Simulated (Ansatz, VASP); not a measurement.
# ZrC: VASP beside Ansatz, part 2 of 2

One calculation is typed for both programs; each brings its own data sets. How far apart do they land? The cell is taken from a series of runs on this material, whose earlier steps may have relaxed, scaled, displaced or heated it; both programs get it as it stands.

VASP 6.6.1 and Ansatz 0.2.0.

So far: Starting point; VASP: elastic constants, PBEsol.

## 3. Ansatz: elastic constants, PBEsol

Level of this step: Ansatz beside VASP: Kohn-Sham DFT, plane waves, PBEsol (Ansatz).

Ansatz runs on its default PAW (the set named soft_2) files.

The same cell, functional, mesh and smearing now go to Ansatz.

Contents of input.yaml:

```yaml
crystal:
  lattice:
    - [0.0, 2.3386411224, 2.3386411224]
    - [2.3386411224, 0.0, 2.3386411224]
    - [2.3386411224, 2.3386411224, 0.0]
  atoms:
    - { symbol: Zr, position: [0.0, 0.0, 0.0] }
    - { symbol: C, position: [0.5, 0.5, 0.5] }
kpoints:
  mp_grid: { grid: [14, 14, 14] }
hamiltonian:
  xc: pbesol
scf:
  occupations: { method: gaussian, width: 0.1 }
output:
  forces: true
  stress: true
  eigenvalues: true
basis:
  ecutwfc: 290.0
elastic:
  mode: relaxed_ion
  stencil: two_point
```

The run is started by

```sh
ansatz run input.yaml --threads 4 --pin off --max-ram 8192MiB --backend cpu --events-out ev --progress --plain --runs-dir out
```

Numbers of over 12 decimals in the logs are rounded to 6 here.

What it wrote:

```text
Warning: basis.ecutwfc = 290 eV is below the records' recommended 420 eV, and the density's cutoff is lower with it unless basis.ecutrho_ratio is high enough to keep the records' density cutoff: compare with a run at a higher cutoff
Engine: ansatz 0.2.0, aarch64-unknown-linux-gnu
Pseudopotentials: kind: paw
Pseudopotential: Zr, paw, valence charge 12, recommended cutoff 420 eV (normal), Zr.paw.azcp
Pseudopotential: C, paw, valence charge 4, recommended cutoff 420 eV (normal), C.paw.azcp
Functional definition: PBEsol
  exchange = pbesol_x
  correlation = pbesol_c
Crystal: 2 atoms, lattice volume = 25.581 Å³
Basis set: ecut = 290 eV, 283 PW (Γ), exchange–correlation on 40×40×40 points (8 copies of the dense FFT grid, shifted against one another)
Bands: 12, of which v1, the nominal top of the filled ones, is band 8 counted from 1 (7 counted from 0)
Symmetry: 48 space group operations
Space group: Fm-3m (ITA 225), of the structure as read, at distance tolerance 2.9e-5 Å
k-points: 104 of 2744
Non-local potential: Zr, projectors of the file, l = 0: 3, l = 1: 2, l = 2: 2, l = 3: 2
Non-local potential: C, projectors of the file, l = 0: 2, l = 1: 2, l = 2: 1
PAW form: soft (Blöchl's): semilocal exchange-correlation on the pseudo side does not see the compensation charge
PAW frozen core: Zr, regenerated for the run's functional, and the local potential with it (the file was generated under x = pbe(κ = 0.804, μ = 0.219515), c = pbe(β = 0.066725))
PAW frozen core: C, regenerated for the run's functional, and the local potential with it (the file was generated under x = pbe(κ = 0.804, μ = 0.219515), c = pbe(β = 0.066725))
PAW one-centre angular grid: Zr, 590 points (default); XC on 64 Gauss nodes
PAW one-centre angular grid: C, 110 points (default); XC on 64 Gauss nodes
Initial density: superposition of atomic densities (neutral atoms: chi_scale 0, normalization atom), corrected by the library's trained network
Initial wavefunctions: pseudopotential atomic-orbital guess
Functional: x = pbesol(κ = 0.804, μ = 0.123457), c = pbesol(β = 0.046)
SCF iter   1: F=—  HF=-4376.980243 eV  |F-HF|=—  |Δ(HF+E_count)|=         —  Δρ=1.43e-2  dr2=5.32e-2  ethr=1.77e-3  ⟨swp⟩=4.9  Hψ=6330  notcnv=0
preconditioner: auto → none  [metal: Δε(μ)=0.047 eV  Ē_g=18.022 eV  σ=0.100 eV  W_gap=0.26  n_scr=8 (ndim 8)  ℏωp=27.5 eV  f_vac=0.000  D(μ)=0.32/eV (n_scr^D=0)  sad-step TF]
SCF iter   2: F=—  HF=-4376.972677 eV  |F-HF|=—  |Δ(HF+E_count)|=   7.57e-3  Δρ=8.60e-3  dr2=2.14e-2  ethr=3.33e-4  ⟨swp⟩=1.0  Hψ=2080  notcnv=0
SCF iter   3: F=—  HF=-4376.968014 eV  |F-HF|=—  |Δ(HF+E_count)|=   4.66e-3  Δρ=7.21e-4  dr2=6.58e-5  ethr=1.34e-4  ⟨swp⟩=2.0  Hψ=1619  notcnv=0
SCF iter   4: F=—  HF=-4376.967997 eV  |F-HF|=—  |Δ(HF+E_count)|=   1.67e-5  Δρ=1.60e-4  dr2=3.43e-6  ethr=4.11e-7  ⟨swp⟩=2.1  Hψ=2045  notcnv=0
SCF iter   5: F=—  HF=-4376.967997 eV  |F-HF|=—  |Δ(HF+E_count)|=   4.84e-7  Δρ=1.30e-5  dr2=2.26e-8  ethr=2.15e-8  ⟨swp⟩=2.3  Hψ=1538  notcnv=0
SCF iter   6: F=—  HF=-4376.967998 eV  |F-HF|=—  |Δ(HF+E_count)|=   8.36e-7  Δρ=1.37e-6  dr2=1.56e-10  ethr=1.41e-10  ⟨swp⟩=2.0  Hψ=1956  notcnv=0
SCF iter   7: F=—  HF=-4376.967998 eV  |F-HF|=—  |Δ(HF+E_count)|=  1.17e-10  Δρ=7.76e-8  dr2=1.06e-12  ethr=9.75e-13 (applied; sched 1.00e-12)  ⟨swp⟩=2.7  Hψ=2166  notcnv=0
SCF iter   8: F=-4376.967998 eV  HF=-4376.967998 eV  |F-HF|=0.00e0  |Δ(HF+E_count)|=  9.09e-13  Δρ=5.32e-9  dr2=6.76e-15  ethr=1.00e-12  ⟨swp⟩=4.0  Hψ=3663  notcnv=0
SCF 1 converged in 8 iterations: F = -4376.967998 eV  dr2 = 6.76e-15
  greatest PAW one-centre occupation: 1.001 electrons in one spin orbital (limit 2), on the Zr atom at site 0 (counted from 0), in its partial waves of l = 0
Crystal: 2 atoms, lattice volume = 25.530 Å³
Symmetry: 16 space group operations
k-points: 244 of 2744
Initial density: handed on by an earlier stage of this run
Initial wavefunctions: those handed on with the density
iter 1 solved again at ethr=3.34e-7 eV; its pass at ethr=3.10e-3 eV (dr2=5.34e-5 eV) is discarded
SCF iter   1: F=—  HF=-4376.967129 eV  |F-HF|=—  |Δ(HF+E_count)|=         —  Δρ=4.23e-4  dr2=5.11e-5  ethr=3.34e-7  ⟨swp⟩=2.2  Hψ=18832  notcnv=0
preconditioner: auto → none  [metal: Δε(μ)=0.006 eV  Ē_g=18.048 eV  σ=0.100 eV  W_gap=0.03  n_scr=8 (ndim 8)  ℏωp=27.5 eV  f_vac=0.000  D(μ)=0.31/eV (n_scr^D=0)]
[...]
SCF 2 converged in 6 iterations: F = -4376.967108 eV  dr2 = 4.04e-14
Crystal: 2 atoms, lattice volume = 25.632 Å³
[...]
preconditioner: auto → none  [metal: Δε(μ)=0.008 eV  Ē_g=18.029 eV  σ=0.100 eV  W_gap=0.04  n_scr=8 (ndim 8)  ℏωp=27.4 eV  f_vac=0.000  D(μ)=0.31/eV (n_scr^D=0)]
[...]
SCF 3 converged in 5 iterations: F = -4376.967408 eV  dr2 = 7.78e-14
Symmetry: 8 space group operations
k-points: 428 of 2744
[...]
preconditioner: auto → none  [metal: Δε(μ)=0.009 eV  Ē_g=18.038 eV  σ=0.100 eV  W_gap=0.05  n_scr=8 (ndim 8)  ℏωp=27.5 eV  f_vac=0.000  D(μ)=0.31/eV (n_scr^D=0)]
[...]
SCF iter   4: F=—  HF=-4376.967219 eV  |F-HF|=—  |Δ(HF+E_count)|=   1.72e-9  Δρ=4.11e-7  dr2=1.87e-11  ethr=3.03e-11  ⟨swp⟩=1.3  Hψ=5369  notcnv=0
SCF iter   5: F=—  HF=-4376.967219 eV  |F-HF|=—  |Δ(HF+E_count)|=    0.00e0  Δρ=7.47e-8  dr2=6.28e-13  ethr=1.17e-13 (applied; sched 1.00e-12)  ⟨swp⟩=2.2  Hψ=7571  notcnv=0
SCF iter   6: F=-4376.967219 eV  HF=-4376.967219 eV  |F-HF|=1.82e-12  |Δ(HF+E_count)|=    0.00e0  Δρ=1.05e-8  dr2=1.30e-14  ethr=1.00e-12  ⟨swp⟩=4.2  Hψ=15486  notcnv=0
SCF 4 converged in 6 iterations: F = -4376.967219 eV  dr2 = 1.30e-14
iter 1 solved again at ethr=3.08e-9 eV; its pass at ethr=3.10e-3 eV (dr2=4.93e-7 eV) is discarded
SCF iter   1: F=—  HF=-4376.967222 eV  |F-HF|=—  |Δ(HF+E_count)|=         —  Δρ=4.28e-5  dr2=2.34e-7  ethr=3.08e-9  ⟨swp⟩=1.6  Hψ=33343  notcnv=0
SCF iter   2: F=—  HF=-4376.967219 eV  |F-HF|=—  |Δ(HF+E_count)|=   3.56e-6  Δρ=1.76e-5  dr2=2.64e-8  ethr=1.46e-9  ⟨swp⟩=2.5  Hψ=6675  notcnv=0
SCF iter   3: F=—  HF=-4376.967219 eV  |F-HF|=—  |Δ(HF+E_count)|=   2.31e-9  Δρ=3.36e-6  dr2=5.52e-10  ethr=1.65e-10  ⟨swp⟩=2.1  Hψ=6540  notcnv=0
SCF iter   4: F=—  HF=-4376.967219 eV  |F-HF|=—  |Δ(HF+E_count)|=  4.07e-10  Δρ=2.46e-7  dr2=3.91e-12  ethr=3.45e-12  ⟨swp⟩=2.2  Hψ=7487  notcnv=0
SCF iter   5: F=—  HF=-4376.967219 eV  |F-HF|=—  |Δ(HF+E_count)|=  5.46e-12  Δρ=3.37e-8  dr2=1.30e-13  ethr=1.00e-12  ⟨swp⟩=4.3  Hψ=17262  notcnv=0
SCF iter   6: F=-4376.967219 eV  HF=-4376.967219 eV  |F-HF|=9.09e-13  |Δ(HF+E_count)|=  9.09e-13  Δρ=1.32e-9  dr2=2.72e-16  ethr=1.00e-12  ⟨swp⟩=3.9  Hψ=14305  notcnv=0
SCF 5 converged in 6 iterations: F = -4376.967219 eV  dr2 = 2.72e-16
SCF converged after 8 iterations
Free energy (F): -4376.967998 eV
Harris-Foulkes:  -4376.967998 eV  (|F-HF|=0.00e0)
Internal energy: -4376.966461 eV  (E = F + TS)
E sigma→0 (E₀):  -4376.967230 eV
Entropy (-TS):   -0.001537 eV (-0.769 meV/atom)
Fermi energy:    15.016555 eV
--- Per-component energies (eV) ---
  E_band       = -45.668598
  E_kinetic    = 422.938820
  E_local      = -587.092154  (includes V_loc(G=0)·N_el)
  E_nonlocal   = 105.489862
  E_hartree    = 175.921221
  E_xc         = -210.117208
  E_vxc        = -252.260653  (∫ρ·V_xc dr)
  E_paw        = -2994.049830  (= ΣΔE_a)
  E_vpaw       = -86.587040  (= ΣTr[D̂ρ^β])
  E_aug_tail   = 0.000123  (compensation charges beyond the density's cutoff)
  E_ewald      = -1290.244117
  E_core_change = 0.186821  (= ΣΔE_core)
  E_smearing   = -0.001537  (= −TS)
  E_closure    = 0.000000  (closes the sum)
  Σ components = -4376.967998   (vs F -4376.967998, Δ=0.00e0)
--- Forces (eV/Å), atoms counted from 1 ---
  atom   1  Zr    -0.00000000     0.00000000    -0.00000000
  atom   2  C      0.00000000     0.00000000     0.00000000
  max |Σ_I F_I| component: 3.22e-30 eV/Å
--- Stress (GPa, compression-positive) ---
       -0.010441      -0.000000      -0.000000
       -0.000000      -0.010441      -0.000000
       -0.000000      -0.000000      -0.010441
  P = ⅓ Tr σ = -0.0104 GPa (-0.104 kbar)
--- Band table (eV; the first three rows and the last of 104) ---
  k-point 0: bands = [... 4 lower, 3.6261, 15.9930, 15.9930, 15.9930, 16.0631, 16.0631, 16.0631, 17.8469]
  k-point 1: bands = [... 4 lower, 3.7466, 15.0550, 15.3062, 15.3062, 16.3282, 16.3282, 16.7174, 18.5151]
  k-point 2: bands = [... 4 lower, 4.0916, 13.9403, 14.3874, 14.3874, 16.6919, 16.6919, 17.1762, 19.7922]
  k-point 103: bands = [... 4 lower, 5.4800, 12.4380, 12.6456, 12.6780, 17.7069, 18.9492, 20.7921, 21.9082]
--- Elastic constants: 2 strain directions × 2 members + reference (group order 48) ---
  dense FFT box of the reference and of every strained cell: 20×20×20
  strains applied: 11, 23; error gains: componentwise 1.00 (the most a stress slope's error grows in a printed constant), spectral 1.73 (1 for all six strains in a standard setting)
  C = ∂σ_k/∂η_j (tension-positive GPa; Voigt order 11 22 33 23 13 12):
       489.835    108.417    108.417      0.000      0.000     -0.000
       108.417    489.835    108.417     -0.000      0.000      0.000
       108.417    108.417    489.835      0.000     -0.000     -0.000
         0.000      0.000      0.000    155.079     -0.000      0.000
        -0.000      0.000      0.000     -0.000    155.079      0.000
        -0.000      0.000     -0.000      0.000     -0.000    155.079
  reference stress σ⁰ (GPa):      0.010      0.010      0.010      0.000      0.000      0.000
  C* (energy form; C + prestress term) asymmetry max|C*_kj − C*_jk| = 4.263e-14 GPa — a small one proves nothing (zero by symmetry where the batch's group is 432, −43m or m−3m); a large one is finite-difference/SCF noise where every solve meets its electron count
  moduli (Voigt/Reuss/Hill, GPa): K = 235.56/235.56/235.56   G = 169.33/167.60/168.47   E = 408.11   ν = 0.211
  mechanically stable: yes (min eigenvalue of sym C = 155.08 GPa)
  strain η (Voigt 11):  stress-route row diagonal C_11 = 489.83 GPa, energy-path curvature d²(F+E_count+ΔE)/dδ²/Ω₀ = 495.55 GPa
         δ    σ_11 (GPa)             F (eV)   n_scf  n_hpsi   n_pw
    -2.000e-3      -0.9748       -4376.9671085       6   50093    302   relax 0 steps, max|allowed force component| 2.17e-30 eV/Å
     2.000e-3       0.9846       -4376.9674079       5   45036    302   relax 0 steps, max|allowed force component| 1.48e-31 eV/Å
  strain η (Voigt 23):  stress-route row diagonal C_44 = 155.08 GPa, energy-path curvature d²(F+E_count+ΔE)/dδ²/Ω₀ = 156.60 GPa
         δ    σ_23 (GPa)             F (eV)   n_scf  n_hpsi   n_pw
    -2.000e-3      -0.3102       -4376.9672186       6   80847    302   relax 0 steps, max|allowed force component| 1.10e-29 eV/Å
     2.000e-3       0.3102       -4376.9672186       6   91230    302   relax 0 steps, max|allowed force component| 1.18e-29 eV/Å
```

Reading the cycles: dr2 is the Hartree energy of the density residual (eV), the measure of convergence; HF is the Harris–Foulkes estimate of the energy, which meets the free energy F at convergence.

## 4. Side by side

Known differences besides the potentials themselves: the cutoff is 290 eV in Ansatz and 600 eV in VASP; Ansatz makes its cores anew for this functional, VASP keeps those of its PBE data sets; VASP takes each elastic constant from one size of strain, Ansatz from those that its log lists; Ansatz's log warns that its cutoff lies below the recommended one. Total energies have different zeros and are not compared.

The two programs side by side:

```
 quantity  Ansatz   VASP  difference
C11 (GPa)   489.8  490.4     -0.11 %
C22 (GPa)   489.8  490.4     -0.11 %
C33 (GPa)   489.8  490.4     -0.11 %
C12 (GPa)   108.4  104.8     +3.49 %
C13 (GPa)   108.4  104.8     +3.49 %
C23 (GPa)   108.4  104.8     +3.49 %
C44 (GPa)   155.1  156.2     -0.71 %
C55 (GPa)   155.1  156.2     -0.71 %
C66 (GPa)   155.1  156.2     -0.71 %
```

## 5. What came out

| Item | Value |
| --- | --- |
| difference in C12 (elastic constants, PBEsol) | 3.5 % |

In words: The difference in C12 is 3.5 % (elastic constants, PBEsol), within the 5 % picked in this series as the mark of a large difference. Such differences can come from data sets, numerical settings and the points named under the comparisons, not from the functional's error against experiment.

[Lines on the potential files, build, host, timing and source positions are cut from VASP's logs without a mark.]

[Logs are printed without paths, hosts, clocks, repeated set-up lines and the standing remarks that a program may print on its own settings, such as how far it seeks lower states.]

[Hosts, paths, dates, database ids (printed as entryN), source tags and the programs' standing remarks are cut or masked in the printed files.]
